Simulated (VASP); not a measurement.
# MnO2: structure and properties in VASP, part 3 of 9

Wanted: the relaxed cell of MnO2 and its properties. The start is a computed cell from the Materials Project.

VASP 6.6.1, plane waves and PAW; the level of theory is named at each step.

Still holding for the runs below: The magnetic state follows from one typed start and may not be the lowest. Experiment finds antiferromagnetic order in this phase (a transition is listed at 92.7 K, arxiv:2401.02109), so this ferromagnetic run describes another state. The k-mesh is coarse for a metal.

So far. Step 2 (Relaxing cell and atoms (PBE + U)): It ends with a largest force of 0.008 eV/Å and a pressure of 0.14 GPa. Step 3 (Second relaxation): It ends with a largest force of 0.008 eV/Å and a pressure of 0.10 GPa. The volume moved by under 0.01 %: the run met its threshold at the first step.

## 4. Single point with fields (PBE + U)

Level of this step: PBE, DFT+U (Mn d 1 eV), spin-polarised from a ferromagnetic start; plane waves and PAW (Mn_pv, O) (VASP).

The relaxed cell gets a fresh self-consistent run, on a basis set for its own volume, to fix the density and to check the remaining stress.

INCAR reads:

```
SYSTEM = MnO2
PREC = Accurate
ENCUT = 520
EDIFF = 1E-06
NELM = 100
ISMEAR = 0
SIGMA = 0.05
LREAL = .FALSE.
ALGO = Normal
GGA = PE
NBANDS = 34
ISPIN = 2
MAGMOM = 4 4 0 0 0 0
LDAU = .TRUE.
LDAUTYPE = 2
LDAUL = 2 -1
LDAUU = 1 0
LDAUJ = 0 0
LDAUPRINT = 1
LASPH = .TRUE.
LMAXMIX = 4
LORBIT = 11
LWAVE = .FALSE.
LCHARG = .TRUE.
ISIF = 2
LELF = .TRUE.
LVHAR = .TRUE.
```

POSCAR reads:

```
MnO2
1.0
    4.4515689296      0.0000000000      0.0000000000
    0.0000000000      4.4515689296      0.0000000000
    0.0000000000      0.0000000000      2.8954388431
Mn O
2 4
Direct
    0.5000000000      0.5000000000      0.5000000000
    0.0000000000      0.0000000000      0.0000000000
    0.8055697410      0.1944302590      0.5000000000
    0.6944302590      0.6944302590      0.0000000000
    0.1944302590      0.8055697410      0.5000000000
    0.3055697410      0.3055697410      0.0000000000
```

KPOINTS reads:

```
Automatic mesh
0
Gamma
5 5 7
0 0 0
```

Potentials, in the order of the species: Mn_pv and O (PBE family, release 64).

Launch:

```
$ mpirun -np 2 vasp_std
```

The log of the run:

```text
[banner, memory and clock lines left out]
running    2 mpi-ranks, on    1 nodes
 distrk:  each k-point on    2 cores,    1 groups
 distr:  one band on    1 cores,    2 groups

 POSCAR found type information on POSCAR MnO
 POSCAR found :  2 types and       6 ions
 LDA part: xc-table for (Slater+PW92), standard interpolation
 POSCAR, INCAR and KPOINTS ok, starting setup
 FFT: planning ... GRIDC
 FFT: planning ... GRID_SOFT
 FFT: planning ... GRID
 WAVECAR not read
 entering main loop
       N       E                     dE             d eps       ncg     rms          rms(c)
[... 1 cycle as in an earlier step ...]
DAV:   2    -0.171800526850E+01   -0.63552E+03   -0.57970E+03  3646   0.512E+02
DAV:   3    -0.610258140057E+02   -0.59308E+02   -0.58424E+02  3408   0.168E+02
DAV:   4    -0.621942088839E+02   -0.11684E+01   -0.11654E+01  3500   0.250E+01
DAV:   5    -0.622089018163E+02   -0.14693E-01   -0.14685E-01  3494   0.294E+00    0.433E+01
DAV:   6    -0.561265226618E+02    0.60824E+01   -0.10664E+02  3758   0.104E+02    0.543E+01
DAV:   7    -0.487663113122E+02    0.73602E+01   -0.68408E+01  3428   0.106E+02    0.213E+01
[... 1 cycle as in an earlier step ...]
DAV:   9    -0.462602273015E+02    0.79098E+00   -0.16469E+00  4264   0.163E+01    0.388E+00
DAV:  10    -0.462839617995E+02   -0.23734E-01   -0.33078E-01  3418   0.396E+00    0.223E+00
DAV:  11    -0.462781126916E+02    0.58491E-02   -0.39597E-02  3450   0.181E+00    0.850E-01
DAV:  12    -0.462786944771E+02   -0.58179E-03   -0.53695E-03  3516   0.611E-01    0.408E-01
DAV:  13    -0.462777848290E+02    0.90965E-03   -0.97939E-04  3466   0.429E-01    0.178E-01
DAV:  14    -0.462776280860E+02    0.15674E-03   -0.12078E-03  3428   0.419E-01    0.411E-02
DAV:  15    -0.462776497998E+02   -0.21714E-04   -0.12534E-04  3390   0.749E-02    0.399E-02
DAV:  16    -0.462776455546E+02    0.42452E-05   -0.10894E-05  3422   0.369E-02    0.144E-02
DAV:  17    -0.462776446843E+02    0.87027E-06   -0.23046E-06  2250   0.180E-02
   1 F= -.46277645E+02 E0= -.46277471E+02  d E =-.347714E-03  mag=     6.0022
```

The job ended after 74 s (2 MPI ranks of AMD EPYC 7R43, shared host; peak memory 0.28 GiB).

OUTCAR, selected parts (step 4):

```text
 Found     24 irreducible k-points:

   NELECT =      50.0000    total number of electrons

atom =   1  type =  1  l = 2

 onsite density matrix

spin component  1

  0.6041  0.0000 -0.1970  0.0000  0.0000
  0.0000  0.7133  0.0000 -0.2385  0.0000
 -0.1970  0.0000  0.8232  0.0000  0.0000
  0.0000 -0.2385  0.0000  0.7133  0.0000
  0.0000  0.0000  0.0000  0.0000  0.9634

spin component  2

  0.2524  0.0000  0.1037  0.0000  0.0000
  0.0000  0.2507  0.0000  0.1056  0.0000
  0.1037  0.0000  0.1540  0.0000 -0.0000
  0.0000  0.1056  0.0000  0.2507  0.0000
  0.0000  0.0000 -0.0000  0.0000  0.1550

 occupancies and eigenvectors

  o =  0.0885  v =  0.0000  0.0000  0.0000  0.0000  0.0000 -0.5344 -0.0000  0.8452  0.0000  0.0000      0.0000  0.0000  0.0000  0.0000  0.0000  0.0000  0.0000  0.0000  0.0000  0.0000
  o =  0.1451  v =  0.0000  0.0000  0.0000  0.0000  0.0000  0.0000  0.7071  0.0000 -0.7071  0.0000      0.0000  0.0000  0.0000  0.0000  0.0000  0.0000  0.0000  0.0000  0.0000  0.0000
  o =  0.1550  v =  0.0000  0.0000  0.0000  0.0000  0.0000 -0.0000  0.0000  0.0000  0.0000 -1.0000      0.0000  0.0000  0.0000  0.0000  0.0000  0.0000  0.0000  0.0000  0.0000  0.0000
  o =  0.3180  v =  0.0000  0.0000  0.0000  0.0000  0.0000 -0.8452 -0.0000 -0.5344  0.0000  0.0000      0.0000  0.0000  0.0000  0.0000  0.0000  0.0000  0.0000  0.0000  0.0000  0.0000
  o =  0.3563  v =  0.0000  0.0000  0.0000  0.0000  0.0000  0.0000  0.7071  0.0000  0.7071  0.0000      0.0000  0.0000  0.0000  0.0000  0.0000  0.0000  0.0000  0.0000  0.0000  0.0000
  o =  0.4747  v =  0.0000 -0.7071  0.0000 -0.7071 -0.0000  0.0000  0.0000  0.0000  0.0000  0.0000      0.0000  0.0000  0.0000  0.0000  0.0000  0.0000  0.0000  0.0000  0.0000  0.0000
  o =  0.4882  v = -0.8620  0.0000 -0.5069  0.0000  0.0000  0.0000  0.0000  0.0000  0.0000  0.0000      0.0000  0.0000  0.0000  0.0000  0.0000  0.0000  0.0000  0.0000  0.0000  0.0000
  o =  0.9390  v = -0.5069  0.0000  0.8620  0.0000 -0.0000  0.0000  0.0000  0.0000  0.0000  0.0000      0.0000  0.0000  0.0000  0.0000  0.0000  0.0000  0.0000  0.0000  0.0000  0.0000
  o =  0.9518  v =  0.0000 -0.7071  0.0000  0.7071 -0.0000  0.0000  0.0000  0.0000  0.0000  0.0000      0.0000  0.0000  0.0000  0.0000  0.0000  0.0000  0.0000  0.0000  0.0000  0.0000
  o =  0.9634  v =  0.0000  0.0000 -0.0000  0.0000 -1.0000  0.0000  0.0000  0.0000  0.0000  0.0000      0.0000  0.0000  0.0000  0.0000  0.0000  0.0000  0.0000  0.0000  0.0000  0.0000

atom =   2  type =  1  l = 2

 onsite density matrix

spin component  1

  0.6041  0.0000  0.1970  0.0000  0.0000
  0.0000  0.7133  0.0000  0.2385  0.0000
  0.1970  0.0000  0.8232  0.0000  0.0000
  0.0000  0.2385  0.0000  0.7133  0.0000
  0.0000  0.0000  0.0000  0.0000  0.9634

spin component  2

  0.2524  0.0000 -0.1037  0.0000  0.0000
  0.0000  0.2507  0.0000 -0.1056  0.0000
 -0.1037  0.0000  0.1540  0.0000 -0.0000
  0.0000 -0.1056  0.0000  0.2507  0.0000
  0.0000  0.0000 -0.0000  0.0000  0.1550

 occupancies and eigenvectors

  o =  0.0885  v =  0.0000  0.0000  0.0000  0.0000  0.0000 -0.5344  0.0000 -0.8452  0.0000  0.0000      0.0000  0.0000  0.0000  0.0000  0.0000  0.0000  0.0000  0.0000  0.0000  0.0000
  o =  0.1451  v =  0.0000  0.0000  0.0000  0.0000  0.0000  0.0000 -0.7071  0.0000 -0.7071 -0.0000      0.0000  0.0000  0.0000  0.0000  0.0000  0.0000  0.0000  0.0000  0.0000  0.0000
  o =  0.1550  v =  0.0000  0.0000  0.0000  0.0000  0.0000  0.0000 -0.0000  0.0000  0.0000  1.0000      0.0000  0.0000  0.0000  0.0000  0.0000  0.0000  0.0000  0.0000  0.0000  0.0000
  o =  0.3180  v =  0.0000  0.0000  0.0000  0.0000  0.0000 -0.8452  0.0000  0.5344  0.0000 -0.0000      0.0000  0.0000  0.0000  0.0000  0.0000  0.0000  0.0000  0.0000  0.0000  0.0000
  o =  0.3563  v =  0.0000  0.0000  0.0000  0.0000  0.0000  0.0000  0.7071  0.0000 -0.7071  0.0000      0.0000  0.0000  0.0000  0.0000  0.0000  0.0000  0.0000  0.0000  0.0000  0.0000
  o =  0.4747  v =  0.0000  0.7071  0.0000 -0.7071  0.0000  0.0000  0.0000  0.0000  0.0000  0.0000      0.0000  0.0000  0.0000  0.0000  0.0000  0.0000  0.0000  0.0000  0.0000  0.0000
  o =  0.4882  v =  0.8620 -0.0000 -0.5069  0.0000  0.0000  0.0000  0.0000  0.0000  0.0000  0.0000      0.0000  0.0000  0.0000  0.0000  0.0000  0.0000  0.0000  0.0000  0.0000  0.0000
  o =  0.9390  v =  0.5069  0.0000  0.8620  0.0000 -0.0000  0.0000  0.0000  0.0000  0.0000  0.0000      0.0000  0.0000  0.0000  0.0000  0.0000  0.0000  0.0000  0.0000  0.0000  0.0000
  o =  0.9518  v =  0.0000 -0.7071  0.0000 -0.7071 -0.0000  0.0000  0.0000  0.0000  0.0000  0.0000      0.0000  0.0000  0.0000  0.0000  0.0000  0.0000  0.0000  0.0000  0.0000  0.0000
  o =  0.9634  v =  0.0000 -0.0000  0.0000  0.0000  1.0000  0.0000  0.0000  0.0000  0.0000  0.0000      0.0000  0.0000  0.0000  0.0000  0.0000  0.0000  0.0000  0.0000  0.0000  0.0000

 E-fermi :   4.7655

  Total        0.0399610      0.0399610      0.0239870      0.0000000      0.0000000      0.0000000
  in kB        1.1158526      1.1158526      0.6698021      0.0000000      0.0000000      0.0000000
  external PRESSURE =       0.9671691 kB  Pullay stress =       0.0000000 kB

 POSITION                                       TOTAL-FORCE (eV/Angst)
 -----------------------------------------------------------------------------------
      2.22578      2.22578      1.44772         0.000000     -0.000000     -0.000000
      0.00000      0.00000      0.00000         0.000000     -0.000000     -0.000000
      3.58605      0.86552      1.44772        -0.005549      0.005549     -0.000000
      3.09130      3.09130      0.00000         0.005549      0.005549      0.000000
      0.86552      3.58605      1.44772         0.005549     -0.005549     -0.000000
      1.36026      1.36026      0.00000        -0.005549     -0.005549     -0.000000
 -----------------------------------------------------------------------------------
    total drift:                                0.000000      0.000000      0.000000

[... 26 parts as in an earlier step ...]
```

With spin, VASP writes an ELF for each channel.

Numbers from this step:

| Quantity | Value |
| --- | --- |
| SCF cycles | 17 |

Valence electrons inside each PAW sphere by angular momentum. Sphere charges, by row:

```tsv
atom	s (e)	p (e)	d (e)	tot (e)
Mn1	0.342	6.443	4.847	11.63
Mn2	0.342	6.443	4.847	11.63
O3	1.568	3.454	0	5.021
O4	1.568	3.454	0	5.021
O5	1.568	3.454	0	5.021
O6	1.568	3.454	0	5.021
```

Spin density in the ab plane at fractional z = 0.000, with atoms of Mn and O within 0.2 Å of it.

Ten even steps from '0' (-0.1 e/Å³) to '9' (4.3 e/Å³), each cell a mean:
```
74100000000015
32000000000001
00000000000000
00000000000000
00000000000000
00000000000000
00000000000000
00000000000000
00000000000000
00000000000000
00000000000000
10000000000001
52000000000024
95100000000037
```
Columns run along a (4.5 Å), rows up along b (4.5 Å). Atoms in or near the plane, at fractional coordinates: Mn at (0.00, 0.00), O at (0.69, 0.69), O at (0.31, 0.31).

Valence density in the ab plane at fractional z = 0.000, with atoms of Mn and O within 0.2 Å of it. It is the smooth field of the valence electrons, not physical close to the nuclei.

Ten even steps from '0' (0 e/Å³) to '9' (15 e/Å³), each cell a mean:
```
74100000000026
21000000000002
00000000011000
00000000144100
00000000134100
00000000011000
00000000000000
00001000000000
00023200000000
00034310000000
00023200000000
10000000000001
63000000000014
96100000000027
```
Columns run along a (4.5 Å), rows up along b (4.5 Å). Atoms in or near the plane, at fractional coordinates: Mn at (0.00, 0.00), O at (0.69, 0.69), O at (0.31, 0.31).

Electrostatic potential energy in the ab plane at fractional z = 0.000, with atoms of Mn and O within 0.2 Å of it. With pseudopotentials it is smooth inside the atoms' cores, unlike the true potential.

Ten even steps from '0' (-53 eV) to '9' (6 eV), each cell a mean:
```
01489999999630
23689999988753
67899999733676
99999998300389
99999998300389
99999998733799
99999998888999
99976789999999
99820179999999
99700069999999
78720279999988
34777899999864
02489999999731
00379999999620
```
Columns run along a (4.5 Å; values clipped at the 3rd and 97th percentile), rows up along b (4.5 Å). Atoms in or near the plane, at fractional coordinates: Mn at (0.00, 0.00), O at (0.69, 0.69), O at (0.31, 0.31).

In this run the pressure is 0.10 GPa, small enough to go on; single stress components reach 0.11 GPa.

(Part 3 of 9 ends here.)

[Lines on the potential files, build, host, timing and source positions are cut from VASP's logs without a mark.]

[Logs are printed without paths, hosts, clocks, repeated set-up lines and the standing remarks that a program may print on its own settings, such as how far it seeks lower states.]

[Hosts, paths, dates, database ids (printed as entryN), source tags and the programs' standing remarks are cut or masked in the printed files.]

[A measured line is paired with the nearest computed mode of its activity, which favours agreement.]

[In band tables of VASP the shares of atoms and orbitals are scaled to a sum of 1 inside the atoms' spheres.]
